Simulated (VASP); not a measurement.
# KCl (Sylvite): GW quasiparticle gap, part 2 of 5

Wanted: how far GW moves the Kohn-Sham levels of KCl (Sylvite). The cell is of the rock-salt type, one of the forms listed for this formula. The start is a cell from a database of measured crystal structures.

VASP 6.6.1, plane waves and PAW; the level of theory is named at each step.

So far, gap on the k-mesh (eV): step 3 (empty bands, functional PBE) 5.19.

### 4. evGW0

This step: evGW0 on PBE; plane waves and PAW (K_sv_GW, Cl_GW) (VASP 6.6.1).

The lowest NBANDSGW levels in G are updated for four passes while W stays fixed, so the result depends less on the starting levels.

The input, INCAR:

```
SYSTEM = KCl
PREC = Accurate
ENCUT = 300
ISMEAR = 0
SIGMA = 0.01
LREAL = .FALSE.
GGA = PE
NBANDS = 408
ALGO = EVGW0
NELMGW = 4
ENCUTGW = 200
NOMEGA = 64
PRECFOCK = Fast
NBANDSGW = 16
LWAVE = .FALSE.
LCHARG = .FALSE.
```

The input, POSCAR:

```
KCl
1.0
    0.0000000000      3.1464700000      3.1464700000
    3.1464700000      0.0000000000      3.1464700000
    3.1464700000      3.1464700000      0.0000000000
K Cl
1 1
Direct
    0.0000000000      0.0000000000      0.0000000000
    0.5000000000      0.5000000000      0.5000000000
```

The input, KPOINTS:

```
Automatic mesh
0
Gamma
4 4 4
0 0 0
```

The projector-augmented-wave data sets are K_sv_GW and Cl_GW (PBE family, release 64).

Command:

```
> mpirun -np 8 vasp_std
```

Log:

```text
[banner, memory and clock lines left out]
running    8 mpi-ranks, on    1 nodes
 distrk:  each k-point on    8 cores,    1 groups
 distr:  one band on    1 cores,    8 groups

 POSCAR found type information on POSCAR K Cl
 POSCAR found :  2 types and       2 ions
 [... a notice as in an earlier step ...]

|                                                                             |
|           W    W    AA    RRRRR   N    N  II  N    N   GGGG   !!!           |
|           W    W   A  A   R    R  NN   N  II  NN   N  G    G  !!!           |
|           W    W  A    A  R    R  N N  N  II  N N  N  G       !!!           |
|           W WW W  AAAAAA  RRRRR   N  N N  II  N  N N  G  GGG   !            |
|           WW  WW  A    A  R   R   N   NN  II  N   NN  G    G                |
|           W    W  A    A  R    R  N    N  II  N    N   GGGG   !!!           |
|                                                                             |
|     The default for ENCUTGWSOFT is different in this version of VASP.       |
|     please manually set ENCUTGWSOFT =200 in the INCAR file.                 |
|                                                                             |

 LDA part: xc-table for (Slater+PW92), standard interpolation
 found WAVECAR, reading the header
 POSCAR, INCAR and KPOINTS ok, starting setup
 FFT: planning ... GRIDC
 FFT: planning ... GRID_SOFT
 FFT: planning ... GRID
 reading WAVECAR
 the WAVECAR file was read successfully
 initial charge from wavefunction
 available memory per node:     35.00 GB, setting MAXMEM to     35839

 The Fermi energy was updated, please check that it is located mid-gap
 values below the HOMO (VB) or above the LUMO (CB) will cause erroneous energies
 E-fermi :   1.9573

 calculate exact exchange contribution
 the WAVEDER file was read successfully
energies w=
    0.000    0.000    0.709    0.000    1.417    0.000    2.122    0.000
    2.822    0.000    3.516    0.000    4.203    0.000    4.883    0.000
    5.553    0.000    6.215    0.000    6.868    0.000    7.512    0.000
    8.146    0.000    8.773    0.000    9.391    0.000   10.002    0.000
   10.607    0.000   11.207    0.000   11.802    0.000   12.393    0.000
   12.982    0.000   13.570    0.000   14.159    0.000   14.749    0.000
   15.342    0.000   15.939    0.000   16.543    0.000   17.155    0.000
   17.776    0.000   18.410    0.000   19.057    0.000   19.720    0.000
   20.403    0.000   21.106    0.000   21.836    0.000   22.593    0.000
   23.383    0.000   24.211    0.000   25.080    0.000   25.998    0.000
   26.970    0.000   28.006    0.000   29.114    0.000   30.305    0.000
   31.593    0.000   32.992    0.000   34.523    0.000   36.208    0.000
   38.075    0.000   40.160    0.000   42.506    0.000   45.172    0.000
   48.232    0.000   51.782    0.000   55.954    0.000   60.931    0.000
   66.973    0.000   74.459    0.000   83.975    0.000   96.465    0.000
  113.562    0.000  138.349    0.000  177.444    0.000  248.076    0.000
 responsefunction array rank=     416
 LDA part: xc-table for (Slater+PW92), standard interpolation

 min. memory requirement per mpi rank    313.9 MB, per node   2510.8 MB

 allocating   8 responsefunctions rank=   416
 shmem allocating  64 responsefunctions rank=   416
 response function shared by NCSHMEM nodes    1
 Doing            8  frequencies on each core in blocks of           64
NQ=   1    0.0000    0.0000    0.0000,
|.........|.........|.........|.........|.........|.........|.........|.........
 performed        514000 updates of chi_q(r,r)
 total number of BLAS operations        694.67 Gflops
NQ=   2    0.2500    0.0000    0.0000,
|.........|.........|.........|.........|.........|.........|.........|.........
 performed       1498000 updates of chi_q(r,r)
 total number of BLAS operations       1904.39 Gflops
NQ=   3    0.5000    0.0000    0.0000,
|.........|.........|.........|.........|.........|.........|.........|.........
 performed       2247000 updates of chi_q(r,r)
 total number of BLAS operations       2825.21 Gflops
NQ=   4    0.2500    0.2500    0.0000,
|.........|.........|.........|.........|.........|.........|.........|.........
 performed       3139000 updates of chi_q(r,r)
 total number of BLAS operations       4055.14 Gflops
NQ=   5    0.5000    0.2500    0.0000,
|.........|.........|.........|.........|.........|.........|.........|.........
 performed       4331000 updates of chi_q(r,r)
 total number of BLAS operations       5574.50 Gflops
NQ=   6   -0.2500    0.2500    0.0000,
|.........|.........|.........|.........|.........|.........|.........|.........
 performed       5393000 updates of chi_q(r,r)
 total number of BLAS operations       6982.38 Gflops
NQ=   7    0.5000    0.5000    0.0000,
|.........|.........|.........|.........|.........|.........|.........|.........
 performed       6089000 updates of chi_q(r,r)
 total number of BLAS operations       7821.62 Gflops
NQ=   8   -0.2500    0.5000    0.2500,
|.........|.........|.........|.........|.........|.........|.........|.........
 performed       6994000 updates of chi_q(r,r)
 total number of BLAS operations       8957.88 Gflops
 resolving degeneracies of screened two electron integrals

 calculate QP shifts <psi_nk| G(iteration)W_0 |psi_nk>: iteration 1
 allocating   8 responsefunctions rank=   416
 shmem allocating  64 responsefunctions rank=   416
 response function shared by NCSHMEM nodes    1
 Doing            8  frequencies on each core in blocks of           64
NQ=   1    0.0000    0.0000    0.0000,
|.........|.........|.........|.........|.........|.........|.........|.........
 performed        514000 updates of chi_q(r,r)
 total number of BLAS operations        694.67 Gflops
NQ=   2    0.2500    0.0000    0.0000,
|.........|.........|.........|.........|.........|.........|.........|.........
 performed       1498000 updates of chi_q(r,r)
 total number of BLAS operations       1904.39 Gflops
NQ=   3    0.5000    0.0000    0.0000,
|.........|.........|.........|.........|.........|.........|.........|.........
 performed       2247000 updates of chi_q(r,r)
 total number of BLAS operations       2825.21 Gflops
NQ=   4    0.2500    0.2500    0.0000,
|.........|.........|.........|.........|.........|.........|.........|.........
 performed       3139000 updates of chi_q(r,r)
 total number of BLAS operations       4055.14 Gflops
NQ=   5    0.5000    0.2500    0.0000,
|.........|.........|.........|.........|.........|.........|.........|.........
 performed       4331000 updates of chi_q(r,r)
 total number of BLAS operations       5574.50 Gflops
NQ=   6   -0.2500    0.2500    0.0000,
|.........|.........|.........|.........|.........|.........|.........|.........
 performed       5393000 updates of chi_q(r,r)
 total number of BLAS operations       6982.38 Gflops
NQ=   7    0.5000    0.5000    0.0000,
|.........|.........|.........|.........|.........|.........|.........|.........
 performed       6089000 updates of chi_q(r,r)
 total number of BLAS operations       7821.62 Gflops
NQ=   8   -0.2500    0.5000    0.2500,
|.........|.........|.........|.........|.........|.........|.........|.........
 performed       6994000 updates of chi_q(r,r)
 total number of BLAS operations       8957.88 Gflops
 resolving degeneracies of screened two electron integrals

 calculate QP shifts <psi_nk| G(iteration)W_0 |psi_nk>: iteration 2
 allocating   8 responsefunctions rank=   416
 shmem allocating  64 responsefunctions rank=   416
 response function shared by NCSHMEM nodes    1
 Doing            8  frequencies on each core in blocks of           64
NQ=   1    0.0000    0.0000    0.0000,
|.........|.........|.........|.........|.........|.........|.........|.........
 performed        514000 updates of chi_q(r,r)
 total number of BLAS operations        694.67 Gflops
NQ=   2    0.2500    0.0000    0.0000,
|.........|.........|.........|.........|.........|.........|.........|.........
 performed       1498000 updates of chi_q(r,r)
 total number of BLAS operations       1904.39 Gflops
NQ=   3    0.5000    0.0000    0.0000,
|.........|.........|.........|.........|.........|.........|.........|.........
 performed       2247000 updates of chi_q(r,r)
 total number of BLAS operations       2825.21 Gflops
NQ=   4    0.2500    0.2500    0.0000,
|.........|.........|.........|.........|.........|.........|.........|.........
 performed       3139000 updates of chi_q(r,r)
 total number of BLAS operations       4055.14 Gflops
NQ=   5    0.5000    0.2500    0.0000,
|.........|.........|.........|.........|.........|.........|.........|.........
 performed       4331000 updates of chi_q(r,r)
 total number of BLAS operations       5574.50 Gflops
NQ=   6   -0.2500    0.2500    0.0000,
|.........|.........|.........|.........|.........|.........|.........|.........
 performed       5393000 updates of chi_q(r,r)
 total number of BLAS operations       6982.38 Gflops
NQ=   7    0.5000    0.5000    0.0000,
|.........|.........|.........|.........|.........|.........|.........|.........
 performed       6089000 updates of chi_q(r,r)
 total number of BLAS operations       7821.62 Gflops
NQ=   8   -0.2500    0.5000    0.2500,
|.........|.........|.........|.........|.........|.........|.........|.........
 performed       6994000 updates of chi_q(r,r)
 total number of BLAS operations       8957.88 Gflops
 resolving degeneracies of screened two electron integrals

 calculate QP shifts <psi_nk| G(iteration)W_0 |psi_nk>: iteration 3
 allocating   8 responsefunctions rank=   416
 shmem allocating  64 responsefunctions rank=   416
 response function shared by NCSHMEM nodes    1
 Doing            8  frequencies on each core in blocks of           64
NQ=   1    0.0000    0.0000    0.0000,
|.........|.........|.........|.........|.........|.........|.........|.........
 performed        514000 updates of chi_q(r,r)
 total number of BLAS operations        694.67 Gflops
NQ=   2    0.2500    0.0000    0.0000,
|.........|.........|.........|.........|.........|.........|.........|.........
 performed       1498000 updates of chi_q(r,r)
 total number of BLAS operations       1904.39 Gflops
NQ=   3    0.5000    0.0000    0.0000,
|.........|.........|.........|.........|.........|.........|.........|.........
 performed       2247000 updates of chi_q(r,r)
 total number of BLAS operations       2825.21 Gflops
NQ=   4    0.2500    0.2500    0.0000,
|.........|.........|.........|.........|.........|.........|.........|.........
 performed       3139000 updates of chi_q(r,r)
 total number of BLAS operations       4055.14 Gflops
NQ=   5    0.5000    0.2500    0.0000,
|.........|.........|.........|.........|.........|.........|.........|.........
 performed       4331000 updates of chi_q(r,r)
 total number of BLAS operations       5574.50 Gflops
NQ=   6   -0.2500    0.2500    0.0000,
|.........|.........|.........|.........|.........|.........|.........|.........
 performed       5393000 updates of chi_q(r,r)
 total number of BLAS operations       6982.38 Gflops
NQ=   7    0.5000    0.5000    0.0000,
|.........|.........|.........|.........|.........|.........|.........|.........
 performed       6089000 updates of chi_q(r,r)
 total number of BLAS operations       7821.62 Gflops
NQ=   8   -0.2500    0.5000    0.2500,
|.........|.........|.........|.........|.........|.........|.........|.........
 performed       6994000 updates of chi_q(r,r)
 total number of BLAS operations       8957.88 Gflops
 resolving degeneracies of screened two electron integrals

 calculate QP shifts <psi_nk| G(iteration)W_0 |psi_nk>: iteration 4
 entering main loop
```

Wall time 2.4 min (8 MPI ranks of Intel Xeon 6975P-C (Granite Rapids), shared host); peak memory 3.1 GiB; 19 min of CPU time.

From OUTCAR (step 4):

```text
The static configuration has the point symmetry O_h .

 Found      8 irreducible k-points:

   k-points           NKPTS =      8   k-points in BZ     NKDIM =     64   number of bands    NBANDS=    408

   NELECT =      16.0000    total number of electrons

 E-fermi :   1.9573

 QP shifts <psi_nk| G(iteration)W_0 |psi_nk>: iteration 1
 for sc-GW calculations column KS-energies equals QP-energies in previous step
 and V_xc(KS)=  KS-energies - (<T + V_ion + V_H > + <T+V_H+V_ion>^1  + <V_x>^1)
 k-point   1 :       0.0000    0.0000    0.0000
  band No.  KS-energies  QP-energies   sigma(KS)   V_xc(KS)     V^pw_x(r,r')   Z            occupation Imag(sigma)
    ...
      5     -11.2955     -14.6384     -21.9584     -17.8278     -24.6774       0.8093       2.0000       0.0881
      6      -0.6376      -2.8566     -16.9782     -14.1910     -18.6366       0.7962       2.0000       0.0669
      7      -0.6376      -2.8566     -16.9782     -14.1910     -18.6366       0.7962       2.0000       0.0669
      8      -0.6376      -2.8566     -16.9782     -14.1910     -18.6366       0.7962       2.0000       0.0669
      9       4.5521       5.2144      -6.0975      -6.8649      -3.1610       0.8630       0.0000      -0.0564
     10       7.7321       9.3185      -6.9735      -8.8299      -3.8860       0.8546       0.0000      -0.0647
     11       7.7321       9.3185      -6.9735      -8.8299      -3.8860       0.8546       0.0000      -0.0647
     12       7.7321       9.3185      -6.9735      -8.8299      -3.8860       0.8546       0.0000      -0.0647
    ...

 k-point   2 :       0.2500    0.0000    0.0000
  band No.  KS-energies  QP-energies   sigma(KS)   V_xc(KS)     V^pw_x(r,r')   Z            occupation Imag(sigma)
    ...
      5     -11.1695     -14.3291     -21.7322     -17.7905     -24.7379       0.8016       2.0000       0.1588
      6      -1.2236      -3.5156     -16.0102     -13.1306     -17.6925       0.7959       2.0000       0.0694
      7      -0.8061      -3.0410     -16.7422     -13.9335     -18.4174       0.7957       2.0000       0.0677
      8      -0.8061      -3.0410     -16.7422     -13.9335     -18.4174       0.7957       2.0000       0.0677
      9       5.8064       6.5475      -6.6987      -7.5659      -3.7029       0.8545       0.0000      -0.0591
     10       7.5226       8.8132      -6.7794      -8.2963      -3.7186       0.8508       0.0000      -0.0661
     11       8.4768      10.1846      -7.2511      -9.2600      -4.0549       0.8502       0.0000      -0.0702
     12       8.4768      10.1846      -7.2511      -9.2600      -4.0549       0.8502       0.0000      -0.0702
    ...

 k-point   3 :       0.5000    0.0000    0.0000
  band No.  KS-energies  QP-energies   sigma(KS)   V_xc(KS)     V^pw_x(r,r')   Z            occupation Imag(sigma)
    ...
      5     -11.0554     -14.0768     -21.5853     -17.7856     -24.7898       0.7952       2.0000       0.2040
      6      -1.6903      -4.0499     -15.4774     -12.4984     -17.2314       0.7921       2.0000       0.0743
      7      -0.9632      -3.2093     -16.5442     -13.7117     -18.2396       0.7930       2.0000       0.0687
      8      -0.9632      -3.2093     -16.5442     -13.7117     -18.2396       0.7930       2.0000       0.0687
      9       6.9416       7.6751      -6.0156      -6.8720      -3.0590       0.8564       0.0000      -0.0633
     10       7.9651       9.2212      -7.7731      -9.2777      -4.5336       0.8348       0.0000      -0.0738
     11       9.8583      12.1177      -8.4148     -11.1156      -4.9231       0.8366       0.0000      -0.0831
     12       9.8583      12.1177      -8.4148     -11.1156      -4.9231       0.8366       0.0000      -0.0831
    ...

 QP shifts <psi_nk| G(iteration)W_0 |psi_nk>: iteration 2
 k-point   1 :       0.0000    0.0000    0.0000
  band No. old QP-enery  QP-energies   sigma(KS)   T+V_ion+V_H  V^pw_x(r,r')   Z            occupation Imag(sigma)
    ...
      5     -14.6384     -15.1619     -21.8104       6.5323     -24.6774       0.8183       2.0000       0.0723
      6      -2.8566      -3.2175     -16.8655      13.5534     -18.6366       0.7923       2.0000       0.0672
      7      -2.8566      -3.2175     -16.8655      13.5534     -18.6366       0.7923       2.0000       0.0672
      8      -2.8566      -3.2175     -16.8655      13.5534     -18.6366       0.7923       2.0000       0.0672
      9       5.2144       5.2913      -6.1136      11.4170      -3.1610       0.8641       0.0000      -0.0570
     10       9.3185       9.4707      -7.0652      16.5620      -3.8860       0.8536       0.0000      -0.0679
     11       9.3185       9.4707      -7.0652      16.5620      -3.8860       0.8536       0.0000      -0.0679
     12       9.3185       9.4707      -7.0652      16.5620      -3.8860       0.8536       0.0000      -0.0679
    ...

 QP shifts <psi_nk| G(iteration)W_0 |psi_nk>: iteration 3
 k-point   1 :       0.0000    0.0000    0.0000
  band No. old QP-enery  QP-energies   sigma(KS)   T+V_ion+V_H  V^pw_x(r,r')   Z            occupation Imag(sigma)
    ...
      5     -15.1619     -15.2537     -21.8065       6.5323     -24.6774       0.8170       2.0000       0.0786
      6      -3.2175      -3.2800     -16.8496      13.5534     -18.6366       0.7941       2.0000       0.0690
      7      -3.2175      -3.2800     -16.8496      13.5534     -18.6366       0.7941       2.0000       0.0690
      8      -3.2175      -3.2800     -16.8496      13.5534     -18.6366       0.7941       2.0000       0.0690
      9       5.2913       5.2967      -6.1195      11.4170      -3.1610       0.8629       0.0000      -0.0567
     10       9.4707       9.4843      -7.0754      16.5620      -3.8860       0.8574       0.0000      -0.0671
     11       9.4707       9.4843      -7.0754      16.5620      -3.8860       0.8574       0.0000      -0.0671
     12       9.4707       9.4843      -7.0754      16.5620      -3.8860       0.8574       0.0000      -0.0671
    ...

 QP shifts <psi_nk| G(iteration)W_0 |psi_nk>: iteration 4
 k-point   1 :       0.0000    0.0000    0.0000
  band No. old QP-enery  QP-energies   sigma(KS)   T+V_ion+V_H  V^pw_x(r,r')   Z            occupation Imag(sigma)
    ...
      5     -15.2537     -15.2710     -21.8072       6.5323     -24.6774       0.8162       2.0000       0.0794
      6      -3.2800      -3.2911     -16.8473      13.5534     -18.6366       0.7944       2.0000       0.0692
      7      -3.2800      -3.2911     -16.8473      13.5534     -18.6366       0.7944       2.0000       0.0692
      8      -3.2800      -3.2911     -16.8473      13.5534     -18.6366       0.7944       2.0000       0.0692
      9       5.2967       5.2970      -6.1200      11.4170      -3.1610       0.8653       0.0000      -0.0569
     10       9.4843       9.4857      -7.0760      16.5620      -3.8860       0.8573       0.0000      -0.0668
     11       9.4843       9.4857      -7.0760      16.5620      -3.8860       0.8573       0.0000      -0.0668
     12       9.4843       9.4857      -7.0760      16.5620      -3.8860       0.8573       0.0000      -0.0668
    ...

[... 7 parts as in an earlier step ...]

[... 26 further parts left out ...]
```

Numbers from this step:

* quasiparticle gap on the mesh: 8.588 eV
* smallest direct quasiparticle gap on the mesh: 8.588 eV
* gap of the starting orbitals on the mesh: 5.190 eV

QP gap by iteration, by row:

```csv
iteration,gap (eV),direct gap (eV)
1,8.071,8.071
2,8.509,8.509
3,8.577,8.577
4,8.588,8.588
```

GW takes the gap from 5.190 to 8.588 eV. The last pass still moved it by +11 meV. The value holds for 408 bands, ENCUTGW = 200 eV and this mesh, and isn't shown to be converged in them.

[end of part 2 of 5]

[Lines on the potential files, build, host, timing and source positions are cut from VASP's logs without a mark.]

[Logs are printed without paths, hosts, clocks, repeated set-up lines and the standing remarks that a program may print on its own settings, such as how far it seeks lower states.]

[Hosts, paths, dates, database ids (printed as entryN), source tags and the programs' standing remarks are cut or masked in the printed files.]

[Pressures printed for these runs are not shown converged in the cutoff: they can be off by several GPa and have the wrong sign.]
